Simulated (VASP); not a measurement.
# TaBr3F3 (Pm-3m) in VASP: notebook

One crystal, TaBr3F3, is run at these levels: PBE; tasks: single point, relaxation of cell and atoms.

All numbers are computed with VASP 6.6.1; they aren't measurements. Logs are shortened: lines on timing, memory, paths and dates and some standing lists are left out, and cuts for length are marked.

## Step 1: The cell of the first run

It takes space group Pm-3m (No. 221, cubic). The conventional cell has a = 5.027 Å, b = 5.027 Å, c = 5.027 Å, α = 90.00°, β = 90.00°, γ = 90.00°. Ta (site symmetry m-3m) has 6 F at 2.51 Å as nearest neighbours. Br (site symmetry 4/mmm) has 4 F at 2.51 Å as nearest neighbours. F (site symmetry 4/mmm) is surrounded by 2 Ta at 2.51 Å and 4 Br at 2.51 Å.

The cell was built by a generator and needn't be a form met in nature.

## Step 2: Single point, PBE (species swapped into the Ce3GaBr3 type (Pm-3m, No. 221))

File INCAR:

```
ALGO = Normal
EDIFF = 1E-6
ENCUT = 520
GGA = PE
ISIF = 2
ISMEAR = 0
LASPH = T
LCHARG = F
LREAL = F
LWAVE = F
NBANDS = 36
NELM = 60
PREC = Accurate
SIGMA = 0.1
```

File KPOINTS:

```
k-points
0
Gamma
  8 8 8
```

File POSCAR:

```
TaBr3F3
1.0
    5.0274288850      0.0000000000      0.0000000000
    0.0000000000      5.0274288850      0.0000000000
    0.0000000000      0.0000000000      5.0274288850
Ta Br F
1 3 3
Direct
    0.5000000000      0.5000000000      0.5000000000
    0.5000000000      0.0000000000      0.0000000000
    0.0000000000      0.5000000000      0.0000000000
    0.0000000000      0.0000000000      0.5000000000
    0.5000000000      0.5000000000      0.0000000000
    0.0000000000      0.5000000000      0.5000000000
    0.5000000000      0.0000000000      0.5000000000
```

Potentials or basis: VASP PAW PBE potentials, release 64 (Ta_pv, Br, F).

The run is started by

```sh
$ cat potpaw_PBE.64/Ta_pv/POTCAR potpaw_PBE.64/Br/POTCAR potpaw_PBE.64/F/POTCAR > POTCAR
$ mpirun -np 1 vasp_std > vasp.out
```

OUTCAR:

```text
EDIFF = 1E-6
   ENCUT = 520
   GGA = PE
   ISIF = 2
   ISMEAR = 0
   LASPH = T
   LREAL = F
   NELM = 60
   PREC = Accurate

 ion  position               nearest neighbor table
   1  0.500  0.500  0.500-   5 2.51   6 2.51   7 2.51   5 2.51   7 2.51   6 2.51
   2  0.500  0.000  0.000-
   3  0.000  0.500  0.000-
   4  0.000  0.000  0.500-
   5  0.500  0.500  0.000-   1 2.51   1 2.51
   6  0.000  0.500  0.500-   1 2.51   1 2.51
   7  0.500  0.000  0.500-   1 2.51   1 2.51

  LATTYP: Found a simple cubic cell.
 ALAT       =     5.0274288850

  Lattice vectors:

 A1 = (   5.0274288850,   0.0000000000,   0.0000000000)
 A2 = (   0.0000000000,   5.0274288850,   0.0000000000)
 A3 = (   0.0000000000,   0.0000000000,   5.0274288850)

Analysis of symmetry for initial positions (statically):
=====================================================================
 Subroutine PRICEL returns:
 Original cell was already a primitive cell.

 Routine SETGRP: Setting up the symmetry group for a
 simple cubic supercell.

 Subroutine GETGRP returns: Found 48 space group operations
 (whereof 48 operations were pure point group operations)
 out of a pool of 48 trial point group operations.

The static configuration has the point symmetry O_h .

Analysis of symmetry for dynamics (positions and initial velocities):
=====================================================================
 Subroutine PRICEL returns:
 Original cell was already a primitive cell.

 Routine SETGRP: Setting up the symmetry group for a
 simple cubic supercell.

 Subroutine GETGRP returns: Found 48 space group operations
 (whereof 48 operations were pure point group operations)
 out of a pool of 48 trial point group operations.

The dynamic configuration has the point symmetry O_h .

 Subroutine INISYM returns: Found 48 space group operations
 (whereof 48 operations are pure point group operations),
 and found     1 'primitive' translations

----------------------------------------------------------------------------------------

                                     Primitive cell

  volume of cell :     127.0685

  direct lattice vectors                    reciprocal lattice vectors
     5.027428885  0.000000000  0.000000000     0.198908831  0.000000000  0.000000000
     0.000000000  5.027428885  0.000000000     0.000000000  0.198908831  0.000000000
     0.000000000  0.000000000  5.027428885     0.000000000  0.000000000  0.198908831

  length of vectors
     5.027428885  5.027428885  5.027428885     0.198908831  0.198908831  0.198908831

  position of ions in fractional coordinates (direct lattice)
     0.500000000  0.500000000  0.500000000
     0.500000000  0.000000000  0.000000000
     0.000000000  0.500000000  0.000000000
     0.000000000  0.000000000  0.500000000
     0.500000000  0.500000000  0.000000000
     0.000000000  0.500000000  0.500000000
     0.500000000  0.000000000  0.500000000

  ion indices of the primitive-cell ions
   primitive index   ion index
                 1           1
                 2           2
                 3           3
                 4           4
                 5           5
                 6           6
                 7           7

----------------------------------------------------------------------------------------

 KPOINTS: k-points

Automatic generation of k-mesh.
 Grid dimensions read from file:
 generate k-points for:    8    8    8

 Generating k-lattice:

  Cartesian coordinates                     Fractional coordinates (reciprocal lattice)
     0.024863604  0.000000000  0.000000000     0.125000000  0.000000000  0.000000000
     0.000000000  0.024863604  0.000000000     0.000000000  0.125000000  0.000000000
     0.000000000  0.000000000  0.024863604     0.000000000  0.000000000  0.125000000

  Length of vectors
     0.024863604  0.024863604  0.024863604

  Shift w.r.t. Gamma in fractional coordinates (k-lattice)
     0.000000000  0.000000000  0.000000000

 Subroutine IBZKPT returns following result:
 ===========================================

 Found     35 irreducible k-points:

 Following reciprocal coordinates:
            Coordinates               Weight
  0.000000  0.000000  0.000000      1.000000
  0.125000  0.000000  0.000000      6.000000
  0.250000  0.000000  0.000000      6.000000
  0.375000  0.000000  0.000000      6.000000
  0.500000  0.000000  0.000000      3.000000
  0.125000  0.125000  0.000000     12.000000
[... 16 lines left out ...]
  0.375000  0.375000  0.125000     24.000000
  0.500000  0.375000  0.125000     24.000000
 [... further k-points ...]
   k-points           NKPTS =     35   k-points in BZ     NKDIM =     35   number of bands    NBANDS=     36
   number of dos      NEDOS =    301   number of ions     NIONS =      7
   total plane-waves  NPLWV =  64000
   dimension x,y,z NGX =    40 NGY =   40 NGZ =   40
   dimension x,y,z NGXF=    80 NGYF=   80 NGZF=   80
   ions per type =               1   3   3
   NGX,Y,Z   is equivalent  to a cutoff of  13.23, 13.23, 13.23 a.u.
   NGXF,Y,Z  is equivalent  to a cutoff of  26.45, 26.45, 26.45 a.u.
 SYSTEM =  unknown system
   PREC   = accura    normal or accurate (medium, high low for compatibility)
   ISTART =      0    job   : 0-new  1-cont  2-samecut
   ICHARG =      2    charge: 1-file 2-atom 10-const
   ISPIN  =      1    spin polarized calculation?
   LNONCOLLINEAR =      F non collinear calculations
   LSORBIT =      F    spin-orbit coupling
   LASPH  =      T    aspherical Exc in radial PAW
   ENCUT  =  520.0 eV  38.22 Ry    6.18 a.u.   9.35  9.35  9.35*2*pi/ulx,y,z
   NELM   =     60;   NELMIN=  2; NELMDL= -5     # of ELM steps
   EDIFF  = 0.1E-05   stopping-criterion for ELM
   LREAL  =      F    real-space projection
   EDIFFG = 0.1E-04   stopping-criterion for IOM
   NSW    =      0    number of steps for IOM
   IBRION =     -1    ionic relax: 0-MD 1-quasi-New 2-CG
   NFREE  =      0    steps in history (QN), initial steepest desc. (CG)
   ISIF   =      2    stress and relaxation
   ISYM   =      2    0-nonsym 1-usesym 2-fastsym
   POTIM  = 0.5000    time-step for ionic-motion
   TEBEG  =    0.0;   TEEND  =   0.0 temperature during run
   PSTRESS=    0.0 pullay stress
   NELECT =      53.0000    total number of electrons
   NUPDOWN=      -1.0000    fix difference up-down
   EMIN   =  10.00;   EMAX   =-10.00  energy-range for DOS
   EFERMI =   0.00;   METHOD = LEGACY
   ISMEAR =     0;   SIGMA  =   0.10  broadening in eV -4-tet -1-fermi 0-gaus
   EFERMI_NEDOS =   21; number of points for ismear=-14 and -15
   IALGO  =     38    algorithm
   IMIX   =      4    mixing-type and parameters
     AMIX     =   0.40;   BMIX     =  1.00
     AMIX_MAG =   1.60;   BMIX_MAG =  1.00
  volume/ion in A,a.u.               =      18.15       122.50
  Fermi-wavevector in a.u.,A,eV,Ry     =   1.223172  2.311460 20.356352  1.496150
  Thomas-Fermi vector in A             =   2.358292
   LORBIT       =      0    0 simple, 1 ext, 2 COOP (PROOUT), +10 PAW based schemes
   GGA     = PE    functional components
   LHFCALC =     F    Hartree Fock is set to
   AEXX    =    0.0000 exact exchange contribution
   IVDW    =     0    specifies the selected vdW correction
   LEPSILON=     F    determine dielectric tensor
   LRPA    =     F    only Hartree local field effects (RPA)
 non-spin polarized calculation
 Gauss-broadening in eV      SIGMA  =   0.10
  energy-cutoff  :      520.00
  volume of cell :      127.07
 maximum number of plane-waves:      3450
 NGX is ok and might be reduce to    40
   NGX = 19   NGY = 19   NGZ = 19

 number of electron      53.0000024 magnetization

 Free energy of the ion-electron system (eV)
  ---------------------------------------------------
  ext. energy  EPLUGINS =         0.00000000
  ---------------------------------------------------
  free energy    TOTEN  =       -21.72023089 eV

  energy without entropy =      -21.68941963  energy(sigma->0) =      -21.70482526

 E-fermi :   2.4137     XC(G=0):  -9.9717

 val. band max:        2.4018371712   @ k =   0.2500   0.2500   0.1250
 cond. band min:       2.4183343023   @ k =   0.1250   0.0000   0.0000
 fundamental gap:      0.0164971311
 Fermi energy:         2.4137144972

 k-point     1 :       0.0000    0.0000    0.0000
  band No.  band energies     occupation
      1     -34.3966      2.00000
      2     -34.3966      2.00000
      3     -34.3966      2.00000
      4     -20.8603      2.00000
      5     -20.6906      2.00000
      6     -20.6906      2.00000
[... 28 lines left out ...]
     35      10.8483      0.00000
     36      10.8484      0.00000

 k-point     2 :       0.1250    0.0000    0.0000
  band No.  band energies     occupation
      1     -34.3972      2.00000
      2     -34.3966      2.00000
      3     -34.3966      2.00000
      4     -20.8513      2.00000
      5     -20.6904      2.00000
      6     -20.6890      2.00000
[... 28 lines left out ...]
     35      10.7915      0.00000
     36      10.8088      0.00000

 k-point     3 :       0.2500    0.0000    0.0000
  band No.  band energies     occupation
      1     -34.3988      2.00000
      2     -34.3965      2.00000
      3     -34.3965      2.00000
      4     -20.8281      2.00000
      5     -20.6910      2.00000
      6     -20.6854      2.00000
[... 28 lines left out ...]
     35      10.4711      0.00000
     36      10.4748      0.00000
[... 742 lines left out ...]
 k-point    23 :       0.3750    0.3750    0.1250
  band No.  band energies     occupation
      1     -34.4003      2.00000
      2     -34.4003      2.00000
      3     -34.3971      2.00000
      4     -20.7396      2.00000
      5     -20.6825      2.00000
      6     -20.6795      2.00000
[... 28 lines left out ...]
     35       9.9983      0.00000
     36      10.4572      0.00000

 k-point    24 :       0.5000    0.3750    0.1250
  band No.  band energies     occupation
      1     -34.4009      2.00000
      2     -34.4003      2.00000
      3     -34.3971      2.00000
      4     -20.7282      2.00000
      5     -20.6829      2.00000
      6     -20.6790      2.00000
[... 28 lines left out ...]
     35      10.0850      0.00000
     36      10.1858      0.00000

 [... further k-points ...]
[... 5 lines left out ...]
  --------------------------------------------------------------------------------------
  -------------------------------------------------------------------------------------
  Total       -0.1296653     -0.1296653     -0.1296653      0.0000000     -0.0000000     -0.0000000
  in kB       -1.6349206     -1.6349206     -1.6349206      0.0000000     -0.0000000     -0.0000000
  external PRESSURE =      -1.6349206 kB  Pullay stress =       0.0000000 kB

 VOLUME and BASIS-vectors are now :
 -----------------------------------------------------------------------------
  energy-cutoff  :      520.00
  volume of cell :      127.07
      direct lattice vectors                 reciprocal lattice vectors
     5.027428885  0.000000000  0.000000000     0.198908831  0.000000000  0.000000000
     0.000000000  5.027428885  0.000000000     0.000000000  0.198908831  0.000000000
     0.000000000  0.000000000  5.027428885     0.000000000  0.000000000  0.198908831

 POSITION                                       TOTAL-FORCE (eV/Angst)
 -----------------------------------------------------------------------------------
      2.51371      2.51371      2.51371         0.000000      0.000000      0.000000
      2.51371      0.00000      0.00000         0.000000      0.000000      0.000000
      0.00000      2.51371      0.00000         0.000000      0.000000      0.000000
      0.00000      0.00000      2.51371         0.000000      0.000000      0.000000
      2.51371      2.51371      0.00000         0.000000      0.000000      0.000000
      0.00000      2.51371      2.51371         0.000000      0.000000      0.000000
      2.51371      0.00000      2.51371         0.000000      0.000000      0.000000
 -----------------------------------------------------------------------------------
    total drift:                                0.000000      0.000000     -0.000000

  FREE ENERGIE OF THE ION-ELECTRON SYSTEM (eV)
  ---------------------------------------------------
  free  energy   TOTEN  =       -21.7202308920 eV

  energy  without entropy=      -21.6894196293  energy(sigma->0) =      -21.70482526
```

It took 2.9 min on 1 thread of Intel Xeon Platinum 8559C (Emerald Rapids), shared host; peak memory 0.32 GiB.

What came out:

* Free energy: -21.7202 eV
* Pressure: -0.2 GPa
* Band gap on the k mesh: none (metal or under the smearing width)

Caveat: an odd number of electrons without spin polarisation forces a metal; a magnetic or distorted state may lie lower.

## Step 3: Relaxation of cell and atoms, PBE (species swapped into the Ce3GaBr3 type (Pm-3m, No. 221))

File INCAR:

```
  PREC = Accurate
  ENCUT = 600
  EDIFF = 1E-6
  ISMEAR = 0
  SIGMA = 0.1
  LREAL = False
  LASPH = True
  NELM = 80
  ALGO = Fast
  ISIF = 3
  LWAVE = False
  LCHARG = False
  GGA = PE
  IBRION = 2
  NSW = 100
  EDIFFG = -0.01
```

File KPOINTS:

```
Automatic mesh
0
Gamma
  8 8 8
```

POSCAR, as its differences from that of step 2:

```diff
@@ -2,5 +2,5 @@
 1.0
-    5.0274288850      0.0000000000      0.0000000000
-    0.0000000000      5.0274288850      0.0000000000
-    0.0000000000      0.0000000000      5.0274288850
+    5.0384431410      0.0000000000      0.0000000000
+    0.0000000000      5.0384431410      0.0000000000
+    0.0000000000      0.0000000000      5.0384431410
 Ta Br F
```

Potentials or basis: VASP PAW PBE potentials, release 64 (Ta_pv, Br, F).

The run is started by

```sh
$ cat potpaw_PBE.64/Ta_pv/POTCAR potpaw_PBE.64/Br/POTCAR potpaw_PBE.64/F/POTCAR > POTCAR
$ mpirun -np 1 vasp_std > vasp.out
```

Wall time 4.7 min (1 thread of Intel Xeon Platinum 8559C (Emerald Rapids), shared host); peak memory 0.36 GiB.

Results (log left out):

```
Free energy                            : -21.7259 eV
Relaxed volume                         : 18.09 Å³/atom
Relaxed cell                           : a = 5.022 Å, b = 5.022 Å, c = 5.022 Å, α = 90.00°, β = 90.00°, γ = 90.00°
Space group after relaxing (to 0.05 Å) : Pm-3m (No. 221)
Energy gained by relaxing              : 0.3 meV/atom
Ionic steps                            : 2
Pressure after relaxing                : 0.0 GPa
Band gap on the k mesh                 : none (metal or under the smearing width)
```

The path:
| step | energy change (eV) | largest force (eV/Å) | pressure (GPa) | volume (Å³) |
| --- | --- | --- | --- | --- |
| 1 | 0.0000 | 0.0000 | -0.60 | 127.91 |
| 2 | -0.0023 | 0.0000 | 0.03 | 126.64 |

Final structure:
```cif
data_structure
_symmetry_space_group_name_H-M 'P 1'
_symmetry_Int_Tables_number 1
_cell_length_a 5.0218
_cell_length_b 5.0218
_cell_length_c 5.0218
_cell_angle_alpha 90.000
_cell_angle_beta 90.000
_cell_angle_gamma 90.000
_cell_volume 126.64
loop_
_atom_site_label
_atom_site_type_symbol
_atom_site_fract_x
_atom_site_fract_y
_atom_site_fract_z
_atom_site_occupancy
Ta1 Ta 0.50000 0.50000 0.50000 1
Br1 Br 0.50000 0.00000 0.00000 1
Br2 Br 0.00000 0.50000 0.00000 1
Br3 Br 0.00000 0.00000 0.50000 1
F1 F 0.50000 0.50000 0.00000 1
F2 F 0.00000 0.50000 0.50000 1
F3 F 0.50000 0.00000 0.50000 1
```

Levels at points of the mesh, in eV from the Fermi level:
```
           k point  band 24  band 25  band 26  band 27  band 28  band 29  band 30  band 31
(0.00, 0.00, 0.00)    -0.29     0.47     0.47     0.47     0.48     0.48     0.48     0.88
(0.50, 0.00, 0.00)    -0.25    -0.03    -0.03     0.28     0.28     0.94     0.94     1.16
(0.50, 0.50, 0.00)    -0.70    -0.23    -0.23    -0.04     0.62     0.92     0.92     1.12
(0.50, 0.50, 0.50)    -0.83    -0.83    -0.15    -0.15     0.57     0.57     0.57     3.43
```

Caveat: an odd number of electrons without spin polarisation forces a metal; a magnetic or distorted state may lie lower. The run has no spin-orbit coupling, so splittings on Ta are missing.
